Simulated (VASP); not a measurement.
Consider the following.

```yaml
crystal:
  lattice:
    - [3.89284, 0.00000, 0.00000]
    - [0.00000, 3.89284, 0.00000]
    - [0.00000, 0.00000, 3.89284]
  atoms:
    - { symbol: Tl, position: [0.00000, 0.00000, 0.00000] }
    - { symbol: Cl, position: [0.50000, 0.50000, 0.50000] }
```

These are PBE GGA, VASP's PBE PAW potentials (set 64) (plane waves; VASP) values and carry that method's errors. Settings: 400 eV cut-off, 8×8×8 Γ-centred mesh, tetrahedra with Blöchl corrections, potentials Tl_d Cl.

Unless said otherwise, spin-orbit coupling is left out, though it shifts the bands of the heavy elements here.

### Question
Predict the energy per atom (σ→0), band gap (on the k-mesh) with the smallest direct gap where there is one.

### Answer

| Property | Value |
|---|---|
| band gap (on the k-mesh) | 2.19 eV |
| smallest direct gap (on the k-mesh) | 2.19 eV |
| energy per atom (σ→0) | -3.008 eV/atom |

The structure was generated: TlCl was put into the CsCl type type (Pm-3m), which need not be its known phase. It was relaxed first, which changed the volume by +78 %.
